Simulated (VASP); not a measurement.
# BeCd2S3 (P3m1) in VASP: notebook, part 2 of 2

VASP 6.6.1. Earlier steps stand in the parts before.

### 3 Relaxation of cell and atoms, PBE

This run uses another cell than the first one, of 22.05 Å³/atom, 0.996 times its volume.

Contents of INCAR:

```
SYSTEM = BeCd2S3
  PREC = Accurate
  ENCUT = 520
  EDIFF = 1E-7
  ISMEAR = 0
  SIGMA = 0.03
  LREAL = .FALSE.
  LASPH = .TRUE.
  NELM = 120
  ALGO = Normal
  ISIF = 3
  LWAVE = .FALSE.
  LCHARG = .FALSE.
  GGA = PE
  IBRION = 2
  NSW = 60
  EDIFFG = -0.005
  POTIM = 0.3
  KPAR = 4
```

Contents of KPOINTS:

```
regular mesh
0
G
  8 8 4
  0 0 0
```

Contents of POSCAR:

```
BeCd2S3                                 
1.0
    3.9300942260      0.0000000000     -0.0000000000
   -1.9650471179      3.4035614436      0.0000000000
    0.0000000000     -0.0000000000      9.8924512363
  Be              Cd              S             
     1     2     3
Direct
     1.0000000000000000    1.0000000000000000    0.0058536403407219
     0.6666666699999979    0.3333333300000021    0.6889964573808296
     0.3333333300000021    0.6666666699999979    0.3232306624217589
     0.3333333300000021    0.6666666699999979    0.5773401953755115
     1.0000000000000000    0.0000000000000000    0.2141436432078498
     0.6666666699999979    0.3333333300000021    0.9453233912733288
```

Potentials or basis: VASP PAW PBE potentials, release 64 (Be, Cd, S).

Started as:

```bash
$ cat potpaw_PBE.64/Be/POTCAR potpaw_PBE.64/Cd/POTCAR potpaw_PBE.64/S/POTCAR > POTCAR
$ mpirun -np 4 vasp_std > vasp.out
```

OUTCAR:

```text
SYSTEM = BeCd2S3
   PREC = Accurate
   ENCUT = 520
   EDIFF = 1E-7
   ISMEAR = 0
   LREAL = .FALSE.
   LASPH = .TRUE.
   NELM = 120
   ISIF = 3
   GGA = PE
   IBRION = 2
   NSW = 60
   EDIFFG = -0.005
   POTIM = 0.3

 ion  position               nearest neighbor table
   1  0.000  0.000  0.006-   5 2.06   6 2.35   6 2.35   6 2.35
   2  0.667  0.333  0.689-   4 2.52   4 2.52   4 2.52   6 2.54
   3  0.333  0.667  0.323-   5 2.51   5 2.51   5 2.51   4 2.51
   4  0.333  0.667  0.577-   3 2.51   2 2.52   2 2.52   2 2.52
   5  0.000  0.000  0.214-   1 2.06   3 2.51   3 2.51   3 2.51
   6  0.667  0.333  0.945-   1 2.35   1 2.35   1 2.35   2 2.54

  LATTYP: Found a hexagonal cell.
 ALAT       =     3.9300942260
 C/A-ratio  =     2.5171028142

  Lattice vectors:

 A1 = (   3.9300942260,   0.0000000000,   0.0000000000)
 A2 = (  -1.9650471179,   3.4035614436,   0.0000000000)
 A3 = (   0.0000000000,   0.0000000000,   9.8924512363)

Analysis of symmetry for initial positions (statically):
=====================================================================
 Subroutine PRICEL returns:
 Original cell was already a primitive cell.

 Routine SETGRP: Setting up the symmetry group for a
 hexagonal supercell.

 Subroutine GETGRP returns: Found  6 space group operations
 (whereof  6 operations were pure point group operations)
 out of a pool of 24 trial point group operations.

The static configuration has the point symmetry C_3v.

Analysis of symmetry for dynamics (positions and initial velocities):
=====================================================================
 Subroutine PRICEL returns:
 Original cell was already a primitive cell.

 Routine SETGRP: Setting up the symmetry group for a
 hexagonal supercell.

 Subroutine GETGRP returns: Found  6 space group operations
 (whereof  6 operations were pure point group operations)
 out of a pool of 24 trial point group operations.

[... 136 lines left out ...]
   IVDW    =     0    specifies the selected vdW correction
   LEPSILON=     F    determine dielectric tensor
   LRPA    =     F    only Hartree local field effects (RPA)
 conjugate gradient relaxation of ions
 non-spin polarized calculation
 Gauss-broadening in eV      SIGMA  =   0.03
  energy-cutoff  :      520.00
  volume of cell :      132.32
 maximum number of plane-waves:      3607
 NGX is ok and might be reduce to    30
   NGX = 15   NGY = 15   NGZ = 37

--------------------------------------- Ionic step        1  -------------------------------------------

 number of electron      43.9999988 magnetization

 Free energy of the ion-electron system (eV)
  ---------------------------------------------------
  ext. energy  EPLUGINS =         0.00000000
  ---------------------------------------------------
  free energy    TOTEN  =       -21.47107185 eV

  energy without entropy =      -21.47107185  energy(sigma->0) =      -21.47107185

------------------------ aborting loop because EDIFF is reached ----------------------------------------

  FORCE on cell =-STRESS in cart. coord.  units (eV):
  Direction    XX          YY          ZZ          XY          YZ          ZX
  --------------------------------------------------------------------------------------
  -------------------------------------------------------------------------------------
  Total        0.0028613      0.0028613     -0.0139075     -0.0000000      0.0000000     -0.0000000
  in kB        0.0346443      0.0346443     -0.1683913     -0.0000000      0.0000000     -0.0000000
  external PRESSURE =      -0.0330342 kB  Pullay stress =       0.0000000 kB
[... 107 lines left out ...]
--------------------------------------- Ionic step        4  -------------------------------------------

 number of electron      43.9999988 magnetization

 Free energy of the ion-electron system (eV)
  ---------------------------------------------------
  ext. energy  EPLUGINS =         0.00000000
  ---------------------------------------------------
  free energy    TOTEN  =       -21.47108233 eV

  energy without entropy =      -21.47108233  energy(sigma->0) =      -21.47108233

 E-fermi :   2.0566     XC(G=0):  -9.1773

 val. band max:        1.9298010585   @ k =   0.0000   0.0000   0.0000
 cond. band min:       3.4600856191   @ k =   0.0000   0.0000   0.0000
 fundamental gap:      1.5302845606
 Fermi energy:         2.0566116821

 k-point     1 :       0.0000    0.0000    0.0000
  band No.  band energies     occupation
      1     -10.8655      2.00000
      2     -10.3339      2.00000
      3     -10.0580      2.00000
      4      -5.9212      2.00000
      5      -5.9212      2.00000
      6      -5.8647      2.00000
[... 685 lines left out ...]
     25       6.8829      0.00000
     26       7.2096      0.00000

 [... further k-points ...]

------------------------ aborting loop because EDIFF is reached ----------------------------------------

  FORCE on cell =-STRESS in cart. coord.  units (eV):
  Direction    XX          YY          ZZ          XY          YZ          ZX
  --------------------------------------------------------------------------------------
  -------------------------------------------------------------------------------------
  Total       -0.0044587     -0.0044587      0.0079263      0.0000000      0.0000000      0.0000000
  in kB       -0.0539905     -0.0539905      0.0959798      0.0000000      0.0000000      0.0000000
  external PRESSURE =      -0.0040004 kB  Pullay stress =       0.0000000 kB
[... 21 lines left out ...]
  FREE ENERGIE OF THE ION-ELECTRON SYSTEM (eV)
  ---------------------------------------------------
  free  energy   TOTEN  =       -21.4710823276 eV

  energy  without entropy=      -21.4710823276  energy(sigma->0) =      -21.47108233

 reached required accuracy - stopping structural energy minimisation
```

CONTCAR:

```text
BeCd2S3
   1.00000000000000
     3.9302270056275117   -0.0000000000001912   -0.0000000000000000
    -1.9651135077140869    3.4036764341310937    0.0000000000000000
     0.0000000000000000    0.0000000000000000    9.8908859506530380
  Be              Cd              S
     1     2     3
Direct
     0.0000000000000000    0.0000000000000000    0.0058118311449006
     0.6666666699999979    0.3333333300000021    0.6890759980800729
     0.3333333300000021    0.6666666699999979    0.3232176391182957
     0.3333333300000021    0.6666666699999979    0.5773658447233910
     0.0000000000000000    0.0000000000000000    0.2140422300665893
     0.6666666699999979    0.3333333300000021    0.9453744468667505

  0.00000000E+00  0.00000000E+00  0.00000000E+00
  0.00000000E+00  0.00000000E+00  0.00000000E+00
  0.00000000E+00  0.00000000E+00  0.00000000E+00
  0.00000000E+00  0.00000000E+00  0.00000000E+00
  0.00000000E+00  0.00000000E+00  0.00000000E+00
  0.00000000E+00  0.00000000E+00  0.00000000E+00
```

Run time: 94 s. Hardware: 4 MPI ranks of Intel Xeon Platinum 8488C (Sapphire Rapids), shared host; peak memory 0.32 GiB.

Results:

```
Free energy                  : -21.4711 eV
Energy gained by relaxing    : 0.0 meV/atom
Ionic steps                  : 4
Pressure after relaxing      : 0.0 GPa
Largest force after relaxing : 0.003 eV/Å
Band gap on the k mesh       : 1.53 eV, direct
```

Forces in eV/Å, atoms in the order of the input:
```
Be   0.000  0.000 -0.003
Cd   0.000  0.000  0.002
Cd   0.000  0.000 -0.002
S    0.000  0.000  0.001
S    0.000  0.000  0.001
S    0.000  0.000  0.001
```

Final structure:
```
Be Cd S
1.0
     3.93023    0.00000    0.00000
    -1.96511    3.40368    0.00000
     0.00000    0.00000    9.89089
Be Cd S
1 2 3
Direct
  0.00000 0.00000 0.00581
  0.66667 0.33333 0.68908
  0.33333 0.66667 0.32322
  0.33333 0.66667 0.57737
  0.00000 0.00000 0.21404
  0.66667 0.33333 0.94537
```

Levels at points of the mesh, in eV from the valence-band top:
```
           k point  band 19  band 20  band 21  band 22  band 23  band 24  band 25  band 26
(0.00, 0.00, 0.00)    -0.46    -0.46     0.00     0.00     1.53     3.23     3.75     5.17
(0.50, 0.00, 0.00)    -2.00    -1.81    -1.14    -0.92     2.91     3.86     4.01     4.37
(0.00, 0.00, 0.50)    -0.34    -0.34    -0.11    -0.11     2.53     2.87     3.51     5.20
(0.50, 0.00, 0.50)    -2.38    -1.43    -1.15    -0.67     2.96     3.46     4.09     4.85
```

A k mesh can miss the band edges. PBE gaps usually lie below the measured ones, often by a third to a half.

### 4 Single point, r2SCAN

This run uses another cell than the first one, of 22.05 Å³/atom, 0.995 times its volume.

Contents of INCAR:

```
SYSTEM = BeCd2S3
PREC = Accurate
ENCUT = 520
EDIFF = 1E-6
ISMEAR = 0
SIGMA = 0.03
LREAL = .False.
LASPH = .True.
NELM = 150
ALGO = Normal
ISIF = 2
LWAVE = .False.
LCHARG = .False.
METAGGA = R2SCAN
LMIXTAU = .True.
NBANDS = 31
KPAR = 4
```

Contents of KPOINTS:

```
regular mesh
0
Gamma
  8 8 4
  0 0 0
```

Contents of POSCAR:

```
BeCd2S3                                 
1.0
    3.9302270056     -0.0000000000     -0.0000000000
   -1.9651135077      3.4036764341      0.0000000000
    0.0000000000      0.0000000000      9.8908859507
  Be              Cd              S             
     1     2     3
Direct
     0.0000000000000000    0.0000000000000000    0.0058118311449006
     0.6666666699999979    0.3333333300000021    0.6890759980800729
     0.3333333300000021    0.6666666699999979    0.3232176391182957
     0.3333333300000021    0.6666666699999979    0.5773658447233910
     0.0000000000000000    0.0000000000000000    0.2140422300665893
     0.6666666699999979    0.3333333300000021    0.9453744468667505
```

Potentials or basis: VASP PAW PBE potentials, release 64 (Be, Cd, S).

Started as:

```bash
$ cat potpaw_PBE.64/Be/POTCAR potpaw_PBE.64/Cd/POTCAR potpaw_PBE.64/S/POTCAR > POTCAR
$ mpirun -np 4 vasp_std > vasp.out
```

OUTCAR:

```text
SYSTEM = BeCd2S3
   PREC = Accurate
   ENCUT = 520
   EDIFF = 1E-6
   ISMEAR = 0
   LREAL = .False.
   LASPH = .True.
   NELM = 150
   ISIF = 2
   METAGGA = R2SCAN

 ion  position               nearest neighbor table
   1  0.000  0.000  0.006-   5 2.06   6 2.35   6 2.35   6 2.35
   2  0.667  0.333  0.689-   4 2.52   4 2.52   4 2.52   6 2.54
   3  0.333  0.667  0.323-   5 2.51   5 2.51   5 2.51   4 2.51
   4  0.333  0.667  0.577-   3 2.51   2 2.52   2 2.52   2 2.52
   5  0.000  0.000  0.214-   1 2.06   3 2.51   3 2.51   3 2.51
   6  0.667  0.333  0.945-   1 2.35   1 2.35   1 2.35   2 2.54

  LATTYP: Found a hexagonal cell.
 ALAT       =     3.9302270056
 C/A-ratio  =     2.5166195074

  Lattice vectors:

 A1 = (   3.9302270056,   0.0000000000,   0.0000000000)
 A2 = (  -1.9651135077,   3.4036764341,   0.0000000000)
 A3 = (   0.0000000000,   0.0000000000,   9.8908859507)

Analysis of symmetry for initial positions (statically):
=====================================================================
 Subroutine PRICEL returns:
 Original cell was already a primitive cell.

 Routine SETGRP: Setting up the symmetry group for a
 hexagonal supercell.

 Subroutine GETGRP returns: Found  6 space group operations
 (whereof  6 operations were pure point group operations)
 out of a pool of 24 trial point group operations.

The static configuration has the point symmetry C_3v.

Analysis of symmetry for dynamics (positions and initial velocities):
=====================================================================
 Subroutine PRICEL returns:
 Original cell was already a primitive cell.

 Routine SETGRP: Setting up the symmetry group for a
 hexagonal supercell.

 Subroutine GETGRP returns: Found  6 space group operations
 (whereof  6 operations were pure point group operations)
 out of a pool of 24 trial point group operations.

[... 130 lines left out ...]
  Fermi-wavevector in a.u.,A,eV,Ry     =   1.134206  2.143339 17.502858  1.286424
  Thomas-Fermi vector in A             =   2.270910
   LORBIT       =      0    0 simple, 1 ext, 2 COOP (PROOUT), +10 PAW based schemes
   METAGGA = R2SCAN    functional components
   LHFCALC =     F    Hartree Fock is set to
   AEXX    =    0.0000 exact exchange contribution
   IVDW    =     0    specifies the selected vdW correction
   LEPSILON=     F    determine dielectric tensor
   LRPA    =     F    only Hartree local field effects (RPA)
 non-spin polarized calculation
 Gauss-broadening in eV      SIGMA  =   0.03
  energy-cutoff  :      520.00
  volume of cell :      132.31
 maximum number of plane-waves:      3607
 NGX is ok and might be reduce to    30
   NGX = 15   NGY = 15   NGZ = 37

 number of electron      43.9999988 magnetization

 Free energy of the ion-electron system (eV)
  ---------------------------------------------------
  ext. energy  EPLUGINS =         0.00000000
  ---------------------------------------------------
  free energy    TOTEN  =       -73.33655937 eV

  energy without entropy =      -73.33655937  energy(sigma->0) =      -73.33655937

 E-fermi :   1.8362     XC(G=0):  -9.7144

 val. band max:        1.6873848366   @ k =   0.0000   0.0000   0.0000
 cond. band min:       3.6717186975   @ k =   0.0000   0.0000   0.0000
 fundamental gap:      1.9843338608
 Fermi energy:         1.8361719530

 k-point     1 :       0.0000    0.0000    0.0000
  band No.  band energies     occupation
      1     -11.6474      2.00000
      2     -11.0935      2.00000
      3     -10.8059      2.00000
      4      -6.4020      2.00000
      5      -6.4020      2.00000
      6      -6.3380      2.00000
[... 805 lines left out ...]
     30       9.1449      0.00000
     31      10.1772      0.00000

 [... further k-points ...]

------------------------ aborting loop because EDIFF is reached ----------------------------------------

  FORCE on cell =-STRESS in cart. coord.  units (eV):
  Direction    XX          YY          ZZ          XY          YZ          ZX
  --------------------------------------------------------------------------------------
  -------------------------------------------------------------------------------------
  Total       -1.0459034     -1.0459034     -1.0582034      0.0000000     -0.0000000      0.0000000
  in kB      -12.6648794    -12.6648795    -12.8138204      0.0000000     -0.0000000      0.0000000
  external PRESSURE =     -12.7145264 kB  Pullay stress =       0.0000000 kB

 VOLUME and BASIS-vectors are now :
 -----------------------------------------------------------------------------
  energy-cutoff  :      520.00
  volume of cell :      132.31
      direct lattice vectors                 reciprocal lattice vectors
     3.930227006  0.000000000  0.000000000     0.254438229  0.146899980  0.000000000
    -1.965113508  3.403676434  0.000000000     0.000000000  0.293799960  0.000000000
     0.000000000  0.000000000  9.890885951     0.000000000  0.000000000  0.101103178

 POSITION                                       TOTAL-FORCE (eV/Angst)
 -----------------------------------------------------------------------------------
      0.00000      0.00000      0.05748         0.000000      0.000000      0.035057
      1.96511      1.13456      6.81557         0.000000      0.000000     -0.006280
     -0.00000      2.26912      3.19691         0.000000     -0.000000     -0.015672
     -0.00000      2.26912      5.71066        -0.000000      0.000000      0.006542
      0.00000      0.00000      2.11707         0.000000      0.000000      0.095496
      1.96511      1.13456      9.35059        -0.000000     -0.000000     -0.115143
 -----------------------------------------------------------------------------------
    total drift:                                0.000001     -0.000001     -0.000170

  FREE ENERGIE OF THE ION-ELECTRON SYSTEM (eV)
  ---------------------------------------------------
  free  energy   TOTEN  =       -73.3365593653 eV

  energy  without entropy=      -73.3365593653  energy(sigma->0) =      -73.33655937
```

OSZICAR:

```text
N       E                     dE             d eps       ncg     rms          rms(c)
DAV:   1     0.233667855381E+03    0.23367E+03   -0.21278E+04  2170   0.131E+03
DAV:   2    -0.650679559879E+02   -0.29874E+03   -0.28541E+03  2467   0.313E+02
DAV:   3    -0.851921987346E+02   -0.20124E+02   -0.19964E+02  2649   0.822E+01
[... 12 lines left out ...]
DAV:  16    -0.733364734085E+02   -0.24286E-03   -0.18992E-04  2513   0.924E-02    0.331E-02
DAV:  17    -0.733364285343E+02    0.44874E-04   -0.14098E-05  2534   0.256E-02    0.280E-02
DAV:  18    -0.733365525106E+02   -0.12398E-03   -0.69402E-05  2338   0.549E-02    0.774E-03
DAV:  19    -0.733365520430E+02    0.46754E-06   -0.18793E-05  2478   0.346E-02    0.848E-03
DAV:  20    -0.733365594541E+02   -0.74111E-05   -0.67872E-06  2352   0.174E-02    0.382E-03
DAV:  21    -0.733365593653E+02    0.88816E-07   -0.54504E-07  1823   0.557E-03
   1 F= -.73336559E+02 E0= -.73336559E+02  d E =-.274667E-14
```

stdout:

```text
POSCAR found type information on POSCAR BeCdS
 POSCAR found :  3 types and       6 ions
 scaLAPACK will be used
 -----------------------------------------------------------------------------
|                                                                             |
|                                                                             |
|     You enforced a specific xc type in the INCAR file but a different       |
|     I HOPE YOU KNOW WHAT YOU ARE DOING!                                     |
|                                                                             |
 -----------------------------------------------------------------------------

 LDA part: xc-table for (None), standard interpolation
 POSCAR, INCAR and KPOINTS ok, starting setup
 FFT: planning ... GRIDC
 FFT: planning ... GRID_SOFT
 FFT: planning ... GRID
 WAVECAR not read
 entering main loop
```

Wall time 2.9 min (4 MPI ranks of Intel Xeon Platinum 8488C (Sapphire Rapids), shared host); peak memory 0.35 GiB.

Results:

```yaml
Free_energy: -73.3366 eV
Pressure: -1.3 GPa
Largest_force: 0.115 eV/Å
Band_gap_on_the_k_mesh: 1.98 eV, direct
```

Forces on the atoms (eV/Å):
```
Be   0.000  0.000  0.035
Cd   0.000  0.000 -0.006
Cd   0.000  0.000 -0.016
S    0.000  0.000  0.007
S    0.000  0.000  0.095
S    0.000  0.000 -0.115
```

Levels at points of the mesh, in eV from the valence-band top:
| k point | band 19 | band 20 | band 21 | band 22 | band 23 | band 24 | band 25 | band 26 |
| --- | --- | --- | --- | --- | --- | --- | --- | --- |
| (0.00, 0.00, 0.00) | -0.47 | -0.47 | 0.00 | 0.00 | 1.98 | 3.77 | 4.25 | 5.76 |
| (0.50, 0.00, 0.00) | -2.04 | -1.82 | -1.17 | -0.94 | 3.28 | 4.32 | 4.43 | 4.85 |
| (0.00, 0.00, 0.50) | -0.35 | -0.35 | -0.11 | -0.11 | 2.94 | 3.40 | 4.01 | 5.79 |
| (0.50, 0.00, 0.50) | -2.44 | -1.46 | -1.17 | -0.69 | 3.44 | 3.89 | 4.41 | 5.31 |

Caveat: the PAW data sets were made with another functional, which shifts forces and pressure a little.
